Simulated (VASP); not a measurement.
# MgO (Periclase): GW quasiparticle gap, part 2 of 4

Aim: the quasiparticle gap of MgO (Periclase), and what it costs to get it. The cell is of the rock-salt type, one of the forms listed for this formula. The start is a cell from a database of measured crystal structures.

VASP 6.6.1, plane waves and PAW; the level of theory is named at each step.

So far, quasiparticle gap on the mesh (eV): step 3 (G0W0, ENCUTGW 80, bands in the sums 32) 6.92. Also gap on the k-mesh (eV): step 2 (empty bands) 4.68.

The database entry behind the starting cell differs from later determinations by our own check (about 0.1 % long), so it need not match the best structure at ambient conditions.

**5. G0W0, ENCUTGW 100, bands in the sums 48**

This step: G0W0 on PBE; plane waves and PAW (Mg_GW, O_GW) (VASP 6.6.1).

ENCUTGW rises to 100 eV and the bands with it, to about the number of plane waves under that cutoff.

INCAR reads:

```
SYSTEM = MgO
PREC = Accurate
ENCUT = 440
ISMEAR = 0
SIGMA = 0.01
LREAL = .FALSE.
GGA = PE
NBANDS = 48
ALGO = EVGW0
NELMGW = 1
ENCUTGW = 100
NOMEGA = 64
PRECFOCK = Fast
NBANDSGW = 16
LWAVE = .FALSE.
LCHARG = .FALSE.
```

POSCAR reads:

```
MgO
1.0
    0.0000000000      2.1085000000      2.1085000000
    2.1085000000      0.0000000000      2.1085000000
    2.1085000000      2.1085000000      0.0000000000
Mg O
1 1
Direct
    0.0000000000      0.0000000000      0.0000000000
    0.5000000000      0.5000000000      0.5000000000
```

KPOINTS reads:

```
Automatic mesh
0
Gamma
4 4 4
0 0 0
```

PAW data sets: Mg_GW and O_GW (PBE family, release 64).

Launch:

```sh
mpirun -np 8 vasp_std
```

What it wrote:

```text
[banner, memory and clock lines left out]
running    8 mpi-ranks, on    1 nodes
[...]
[... a notice as in an earlier step ...]

|                                                                             |
|           W    W    AA    RRRRR   N    N  II  N    N   GGGG   !!!           |
|           W    W   A  A   R    R  NN   N  II  NN   N  G    G  !!!           |
|           W    W  A    A  R    R  N N  N  II  N N  N  G       !!!           |
|           W WW W  AAAAAA  RRRRR   N  N N  II  N  N N  G  GGG   !            |
|           WW  WW  A    A  R   R   N   NN  II  N   NN  G    G                |
|           W    W  A    A  R    R  N    N  II  N    N   GGGG   !!!           |
|                                                                             |
|     The default for ENCUTGWSOFT is different in this version of VASP.       |
|     please manually set ENCUTGWSOFT =100 in the INCAR file.                 |
|                                                                             |

[...]
total number of BLAS operations          3.05 Gflops
NQ=   4    0.2500    0.2500    0.0000,
|.........|.........|.........|.........|.........|.........|.........|.........
 performed        265000 updates of chi_q(r,r)
 total number of BLAS operations          4.22 Gflops
NQ=   5    0.5000    0.2500    0.0000,
|.........|.........|.........|.........|.........|.........|.........|.........
 performed        379000 updates of chi_q(r,r)
 total number of BLAS operations          5.84 Gflops
NQ=   6   -0.2500    0.2500    0.0000,
|.........|.........|.........|.........|.........|.........|.........|.........
 performed        478000 updates of chi_q(r,r)
 total number of BLAS operations          7.24 Gflops
NQ=   7    0.5000    0.5000    0.0000,
|.........|.........|.........|.........|.........|.........|.........|.........
 performed        534000 updates of chi_q(r,r)
 total number of BLAS operations          7.96 Gflops
NQ=   8   -0.2500    0.5000    0.2500,
|.........|.........|.........|.........|.........|.........|.........|.........
 performed        614000 updates of chi_q(r,r)
 total number of BLAS operations          9.22 Gflops
 resolving degeneracies of screened two electron integrals

 calculate QP shifts <psi_nk| G(iteration)W_0 |psi_nk>: iteration 1
 entering main loop
[key lines of the parts left out:]
E-fermi :   5.5147
```

It took 7.6 s on 8 MPI ranks of AMD EPYC 7R13 (Zen 3), shared host; peak memory 0.75 GiB; 53 s of CPU time.

Parts of OUTCAR (step 5):

```text
 QP shifts <psi_nk| G(iteration)W_0 |psi_nk>: iteration 1
 for sc-GW calculations column KS-energies equals QP-energies in previous step
 and V_xc(KS)=  KS-energies - (<T + V_ion + V_H > + <T+V_H+V_ion>^1  + <V_x>^1)
 k-point   1 :       0.0000    0.0000    0.0000
  band No.  KS-energies  QP-energies   sigma(KS)   V_xc(KS)     V^pw_x(r,r')   Z            occupation Imag(sigma)
      1     -14.0781     -16.1185     -21.0875     -18.1235     -29.9032       0.6884       2.0000       1.1023
      2       3.1730       2.0722     -21.1190     -19.7183     -25.3016       0.7859       2.0000       0.0791
      3       3.1730       2.0722     -21.1190     -19.7183     -25.3016       0.7859       2.0000       0.0791
      4       3.1730       2.0722     -21.1190     -19.7183     -25.3016       0.7859       2.0000       0.0791
      5       7.8564       9.0860     -10.6818     -12.1583      -7.2643       0.8328       0.0000      -0.0604
      6      18.9482      20.2144      -7.4866      -9.0243      -3.0494       0.8235       0.0000      -0.1003
      7      18.9482      20.2144      -7.4866      -9.0243      -3.0494       0.8235       0.0000      -0.1003
      8      18.9482      20.2144      -7.4866      -9.0243      -3.0494       0.8235       0.0000      -0.1003
    ...

[... 1 part as in an earlier step ...]

[... 2 further parts left out ...]
[key lines of the parts left out:]
E-fermi :   5.5147
```

The gap is now 7.014 eV, +94 meV against the GW run before.

**6. Empty bands**

This step: PBE; plane waves and PAW (Mg_GW, O_GW) (VASP 6.6.1).

The empty bands are made again, for the run that follows.

INCAR reads:

```
SYSTEM = MgO
PREC = Accurate
ENCUT = 440
ISMEAR = 0
SIGMA = 0.01
LREAL = .FALSE.
GGA = PE
NBANDS = 56
ALGO = Exact
NELM = 1
LWAVE = .TRUE.
LCHARG = .FALSE.
LOPTICS = .TRUE.
NEDOS = 1000
CSHIFT = 0.1
```

POSCAR is that of step 5.

KPOINTS is that of step 5.

Launch:

```sh
mpirun -np 8 vasp_std
```

What it wrote:

```text
[banner, memory and clock lines left out]
running    8 mpi-ranks, on    1 nodes
[...]
[... a notice as in an earlier step ...]

 LDA part: xc-table for (Slater+PW92), standard interpolation
 found WAVECAR, reading the header
  number of bands has changed, file:    10 present:    56
  trying to continue reading WAVECAR, but it might fail
 POSCAR, INCAR and KPOINTS ok, starting setup
[...]
reading WAVECAR
 random initialization beyond band           10
 the WAVECAR file was read successfully
 initial charge from wavefunction
 entering main loop
       N       E                     dE             d eps       ncg     rms          rms(c)
[... 1 cycle as in an earlier step ...]
   1 F= -.11905864E+02 E0= -.11905864E+02  d E =-.235299E-68
 writing wavefunctions
 optical routines
 imaginary and real dielectric function
 recalculating local potential from charge density
 direction            1
 direction            2
 direction            3
```

The job ended after 2.6 s (8 MPI ranks; peak memory 0.66 GiB).

From OUTCAR (step 6):

```text
  Total       -0.0308319     -0.0308319     -0.0308319      0.0000000      0.0000000      0.0000000
  in kB       -2.6348763     -2.6348763     -2.6348763      0.0000000      0.0000000      0.0000000
  external PRESSURE =      -2.6348763 kB  Pullay stress =       0.0000000 kB

 POSITION                                       TOTAL-FORCE (eV/Angst)
 -----------------------------------------------------------------------------------
      0.00000      0.00000      0.00000        -0.000000      0.000000     -0.000000
      2.10850      2.10850      2.10850         0.000000     -0.000000      0.000000
 -----------------------------------------------------------------------------------
    total drift:                                0.000000      0.000000      0.000000

[... 3 parts as in an earlier step ...]

[... 2 further parts left out ...]
[key lines of the parts left out:]
E-fermi :   3.2954
```

WAVECAR now holds 56 bands for 8 electrons.

**7. G0W0, ENCUTGW 120, bands in the sums 56**

This step: G0W0 on PBE; plane waves and PAW (Mg_GW, O_GW) (VASP 6.6.1).

ENCUTGW rises to 120 eV and the bands with it, to about the number of plane waves under that cutoff.

INCAR reads:

```
SYSTEM = MgO
PREC = Accurate
ENCUT = 440
ISMEAR = 0
SIGMA = 0.01
LREAL = .FALSE.
GGA = PE
NBANDS = 56
ALGO = EVGW0
NELMGW = 1
ENCUTGW = 120
NOMEGA = 64
PRECFOCK = Fast
NBANDSGW = 16
LWAVE = .FALSE.
LCHARG = .FALSE.
```

POSCAR is that of step 6.

KPOINTS is that of step 6.

Launch:

```sh
mpirun -np 8 vasp_std
```

What it wrote:

```text
[banner, memory and clock lines left out]
running    8 mpi-ranks, on    1 nodes
[...]
[... a notice as in an earlier step ...]

|                                                                             |
|           W    W    AA    RRRRR   N    N  II  N    N   GGGG   !!!           |
|           W    W   A  A   R    R  NN   N  II  NN   N  G    G  !!!           |
|           W    W  A    A  R    R  N N  N  II  N N  N  G       !!!           |
|           W WW W  AAAAAA  RRRRR   N  N N  II  N  N N  G  GGG   !            |
|           WW  WW  A    A  R   R   N   NN  II  N   NN  G    G                |
|           W    W  A    A  R    R  N    N  II  N    N   GGGG   !!!           |
|                                                                             |
|     The default for ENCUTGWSOFT is different in this version of VASP.       |
|     please manually set ENCUTGWSOFT =120 in the INCAR file.                 |
|                                                                             |

[...]
total number of BLAS operations          5.56 Gflops
NQ=   4    0.2500    0.2500    0.0000,
|.........|.........|.........|.........|.........|.........|.........|.........
 performed        310000 updates of chi_q(r,r)
 total number of BLAS operations          7.57 Gflops
NQ=   5    0.5000    0.2500    0.0000,
|.........|.........|.........|.........|.........|.........|.........|.........
 performed        444000 updates of chi_q(r,r)
 total number of BLAS operations         10.59 Gflops
NQ=   6   -0.2500    0.2500    0.0000,
|.........|.........|.........|.........|.........|.........|.........|.........
 performed        560000 updates of chi_q(r,r)
 total number of BLAS operations         13.61 Gflops
NQ=   7    0.5000    0.5000    0.0000,
|.........|.........|.........|.........|.........|.........|.........|.........
 performed        626000 updates of chi_q(r,r)
 total number of BLAS operations         15.77 Gflops
NQ=   8   -0.2500    0.5000    0.2500,
|.........|.........|.........|.........|.........|.........|.........|.........
 performed        720000 updates of chi_q(r,r)
 total number of BLAS operations         18.15 Gflops
 resolving degeneracies of screened two electron integrals

 calculate QP shifts <psi_nk| G(iteration)W_0 |psi_nk>: iteration 1
 entering main loop
[key lines of the parts left out:]
E-fermi :   5.5147
```

Wall time 8.8 s (8 MPI ranks); peak memory 0.72 GiB.

From OUTCAR (step 7):

```text
 QP shifts <psi_nk| G(iteration)W_0 |psi_nk>: iteration 1
 for sc-GW calculations column KS-energies equals QP-energies in previous step
 and V_xc(KS)=  KS-energies - (<T + V_ion + V_H > + <T+V_H+V_ion>^1  + <V_x>^1)
 k-point   1 :       0.0000    0.0000    0.0000
  band No.  KS-energies  QP-energies   sigma(KS)   V_xc(KS)     V^pw_x(r,r')   Z            occupation Imag(sigma)
      1     -14.0781     -16.1111     -21.0893     -18.1235     -29.9032       0.6855       2.0000       1.1106
      2       3.1730       2.0048     -21.2072     -19.7183     -25.3016       0.7847       2.0000       0.0803
      3       3.1730       2.0048     -21.2072     -19.7183     -25.3016       0.7847       2.0000       0.0803
      4       3.1730       2.0048     -21.2072     -19.7183     -25.3016       0.7847       2.0000       0.0803
      5       7.8564       9.1048     -10.6627     -12.1583      -7.2643       0.8347       0.0000      -0.0569
      6      18.9482      20.1885      -7.5178      -9.0243      -3.0494       0.8233       0.0000      -0.1007
      7      18.9482      20.1885      -7.5178      -9.0243      -3.0494       0.8233       0.0000      -0.1007
      8      18.9482      20.1885      -7.5178      -9.0243      -3.0494       0.8233       0.0000      -0.1007
    ...

[... 1 part as in an earlier step ...]

[... 2 further parts left out ...]
[key lines of the parts left out:]
E-fermi :   5.5147
```

The gap is now 7.100 eV, +86 meV against the GW run before.

**8. Empty bands**

This step: PBE; plane waves and PAW (Mg_GW, O_GW) (VASP 6.6.1).

The empty bands are made again, for the run that follows.

INCAR reads:

```
SYSTEM = MgO
PREC = Accurate
ENCUT = 440
ISMEAR = 0
SIGMA = 0.01
LREAL = .FALSE.
GGA = PE
NBANDS = 80
ALGO = Exact
NELM = 1
LWAVE = .TRUE.
LCHARG = .FALSE.
LOPTICS = .TRUE.
NEDOS = 1000
CSHIFT = 0.1
```

POSCAR is that of step 7.

KPOINTS is that of step 7.

Launch:

```sh
mpirun -np 8 vasp_std
```

What it wrote:

```text
[banner, memory and clock lines left out]
running    8 mpi-ranks, on    1 nodes
[...]
[... a notice as in an earlier step ...]

 LDA part: xc-table for (Slater+PW92), standard interpolation
 found WAVECAR, reading the header
  number of bands has changed, file:    10 present:    80
  trying to continue reading WAVECAR, but it might fail
 POSCAR, INCAR and KPOINTS ok, starting setup
[...]
reading WAVECAR
 random initialization beyond band           10
 the WAVECAR file was read successfully
 initial charge from wavefunction
 entering main loop
       N       E                     dE             d eps       ncg     rms          rms(c)
DIA:   1    -0.119058637916E+02   -0.11906E+02    0.00000E+00     0   0.000E+00
   1 F= -.11905864E+02 E0= -.11905864E+02  d E =-.176688E-42
 writing wavefunctions
 optical routines
 imaginary and real dielectric function
 recalculating local potential from charge density
 direction            1
 direction            2
 direction            3
```

The job ended after 2.2 s (8 MPI ranks; peak memory 0.67 GiB).

Parts of OUTCAR (step 8):

```text
  Total       -0.0308319     -0.0308319     -0.0308319     -0.0000000     -0.0000000      0.0000000
  in kB       -2.6348763     -2.6348763     -2.6348763     -0.0000000     -0.0000000      0.0000000
  external PRESSURE =      -2.6348763 kB  Pullay stress =       0.0000000 kB

 POSITION                                       TOTAL-FORCE (eV/Angst)
 -----------------------------------------------------------------------------------
      0.00000      0.00000      0.00000         0.000000      0.000000     -0.000000
      2.10850      2.10850      2.10850        -0.000000     -0.000000      0.000000
 -----------------------------------------------------------------------------------
    total drift:                                0.000000      0.000000      0.000000

  FREE ENERGIE OF THE ION-ELECTRON SYSTEM (eV)
  ---------------------------------------------------
  free  energy   TOTEN  =       -11.9058637916 eV

  energy  without entropy=      -11.9058637916  energy(sigma->0) =      -11.90586379

[... 1 part as in an earlier step ...]

[... 2 further parts left out ...]
[key lines of the parts left out:]
E-fermi :   3.2680
```

WAVECAR now holds 80 bands for 8 electrons.

**9. G0W0, ENCUTGW 145, bands in the sums 80**

This step: G0W0 on PBE; plane waves and PAW (Mg_GW, O_GW) (VASP 6.6.1).

ENCUTGW rises to 145 eV and the bands with it, to about the number of plane waves under that cutoff.

INCAR reads:

```
SYSTEM = MgO
PREC = Accurate
ENCUT = 440
ISMEAR = 0
SIGMA = 0.01
LREAL = .FALSE.
GGA = PE
NBANDS = 80
ALGO = EVGW0
NELMGW = 1
ENCUTGW = 145
NOMEGA = 64
PRECFOCK = Fast
NBANDSGW = 16
LWAVE = .FALSE.
LCHARG = .FALSE.
```

POSCAR is that of step 8.

KPOINTS is that of step 8.

Launch:

```sh
mpirun -np 8 vasp_std
```

What it wrote:

```text
[banner, memory and clock lines left out]
running    8 mpi-ranks, on    1 nodes
[...]
[... a notice as in an earlier step ...]

|                                                                             |
|           W    W    AA    RRRRR   N    N  II  N    N   GGGG   !!!           |
|           W    W   A  A   R    R  NN   N  II  NN   N  G    G  !!!           |
|           W    W  A    A  R    R  N N  N  II  N N  N  G       !!!           |
|           W WW W  AAAAAA  RRRRR   N  N N  II  N  N N  G  GGG   !            |
|           WW  WW  A    A  R   R   N   NN  II  N   NN  G    G                |
|           W    W  A    A  R    R  N    N  II  N    N   GGGG   !!!           |
|                                                                             |
|     The default for ENCUTGWSOFT is different in this version of VASP.       |
|     please manually set ENCUTGWSOFT =145 in the INCAR file.                 |
|                                                                             |

[...]
total number of BLAS operations         12.49 Gflops
NQ=   4    0.2500    0.2500    0.0000,
|.........|.........|.........|.........|.........|.........|.........|.........
 performed        448000 updates of chi_q(r,r)
 total number of BLAS operations         18.66 Gflops
NQ=   5    0.5000    0.2500    0.0000,
|.........|.........|.........|.........|.........|.........|.........|.........
 performed        640000 updates of chi_q(r,r)
 total number of BLAS operations         27.10 Gflops
NQ=   6   -0.2500    0.2500    0.0000,
|.........|.........|.........|.........|.........|.........|.........|.........
 performed        806000 updates of chi_q(r,r)
 total number of BLAS operations         34.61 Gflops
NQ=   7    0.5000    0.5000    0.0000,
|.........|.........|.........|.........|.........|.........|.........|.........
 performed        901000 updates of chi_q(r,r)
 total number of BLAS operations         39.48 Gflops
NQ=   8   -0.2500    0.5000    0.2500,
|.........|.........|.........|.........|.........|.........|.........|.........
 performed       1037000 updates of chi_q(r,r)
 total number of BLAS operations         44.52 Gflops
 resolving degeneracies of screened two electron integrals

 calculate QP shifts <psi_nk| G(iteration)W_0 |psi_nk>: iteration 1
 entering main loop
[key lines of the parts left out:]
E-fermi :   5.5147
```

Wall time 10 s (8 MPI ranks); peak memory 0.8 GiB.

Parts of OUTCAR (step 9):

```text
 QP shifts <psi_nk| G(iteration)W_0 |psi_nk>: iteration 1
 for sc-GW calculations column KS-energies equals QP-energies in previous step
 and V_xc(KS)=  KS-energies - (<T + V_ion + V_H > + <T+V_H+V_ion>^1  + <V_x>^1)
 k-point   1 :       0.0000    0.0000    0.0000
  band No.  KS-energies  QP-energies   sigma(KS)   V_xc(KS)     V^pw_x(r,r')   Z            occupation Imag(sigma)
      1     -14.0781     -16.1506     -21.1750     -18.1235     -29.9032       0.6792       2.0000       1.1073
      2       3.1730       1.8980     -21.3446     -19.7183     -25.3016       0.7840       2.0000       0.0768
      3       3.1730       1.8980     -21.3446     -19.7183     -25.3016       0.7840       2.0000       0.0768
      4       3.1730       1.8980     -21.3446     -19.7183     -25.3016       0.7840       2.0000       0.0768
      5       7.8564       9.0803     -10.6869     -12.1583      -7.2643       0.8318       0.0000      -0.0554
      6      18.9482      20.1431      -7.5747      -9.0243      -3.0494       0.8243       0.0000      -0.1008
      7      18.9482      20.1431      -7.5747      -9.0243      -3.0494       0.8243       0.0000      -0.1008
      8      18.9482      20.1431      -7.5747      -9.0243      -3.0494       0.8243       0.0000      -0.1008
    ...

[... 1 part as in an earlier step ...]

[... 2 further parts left out ...]
[key lines of the parts left out:]
E-fermi :   5.5147
```

The gap is now 7.182 eV, +82 meV against the GW run before.

**10. Empty bands**

This step: PBE; plane waves and PAW (Mg_GW, O_GW) (VASP 6.6.1).

The empty bands are made again, for the run that follows.

INCAR reads:

```
SYSTEM = MgO
PREC = Accurate
ENCUT = 440
ISMEAR = 0
SIGMA = 0.01
LREAL = .FALSE.
GGA = PE
NBANDS = 96
ALGO = Exact
NELM = 1
LWAVE = .TRUE.
LCHARG = .FALSE.
LOPTICS = .TRUE.
NEDOS = 1000
CSHIFT = 0.1
```

POSCAR is that of step 9.

KPOINTS is that of step 9.

Launch:

```sh
mpirun -np 8 vasp_std
```

What it wrote:

```text
[banner, memory and clock lines left out]
running    8 mpi-ranks, on    1 nodes
[...]
[... a notice as in an earlier step ...]

 LDA part: xc-table for (Slater+PW92), standard interpolation
 found WAVECAR, reading the header
  number of bands has changed, file:    10 present:    96
  trying to continue reading WAVECAR, but it might fail
 POSCAR, INCAR and KPOINTS ok, starting setup
[...]
reading WAVECAR
 random initialization beyond band           10
 the WAVECAR file was read successfully
 initial charge from wavefunction
 entering main loop
       N       E                     dE             d eps       ncg     rms          rms(c)
[... 1 cycle as in an earlier step ...]
   1 F= -.11905864E+02 E0= -.11905864E+02  d E =-.156444E-13
 writing wavefunctions
 optical routines
 imaginary and real dielectric function
 recalculating local potential from charge density
 direction            1
 direction            2
 direction            3
```

Wall time 2.6 s (8 MPI ranks); peak memory 0.68 GiB; 14 s of CPU time.

OUTCAR, selected parts (step 10):

```text
  Total       -0.0308319     -0.0308319     -0.0308319      0.0000000     -0.0000000      0.0000000
  in kB       -2.6348762     -2.6348762     -2.6348762      0.0000000     -0.0000000      0.0000000
  external PRESSURE =      -2.6348762 kB  Pullay stress =       0.0000000 kB

 POSITION                                       TOTAL-FORCE (eV/Angst)
 -----------------------------------------------------------------------------------
      0.00000      0.00000      0.00000         0.000000     -0.000000     -0.000000
      2.10850      2.10850      2.10850        -0.000000      0.000000      0.000000
 -----------------------------------------------------------------------------------
    total drift:                                0.000000      0.000000      0.000000

[... 3 parts as in an earlier step ...]

[... 2 further parts left out ...]
[key lines of the parts left out:]
E-fermi :   3.2216
```

WAVECAR now holds 96 bands for 8 electrons.

(Continued in part 3 of 4.)

[Lines on the potential files, build, host, timing and source positions are cut from VASP's logs without a mark.]

[Logs are printed without paths, hosts, clocks, repeated set-up lines and the standing remarks that a program may print on its own settings, such as how far it seeks lower states.]

[Hosts, paths, dates, database ids (printed as entryN), source tags and the programs' standing remarks are cut or masked in the printed files.]

[Pressures printed for these runs are not shown converged in the cutoff: they can be off by several GPa and have the wrong sign.]
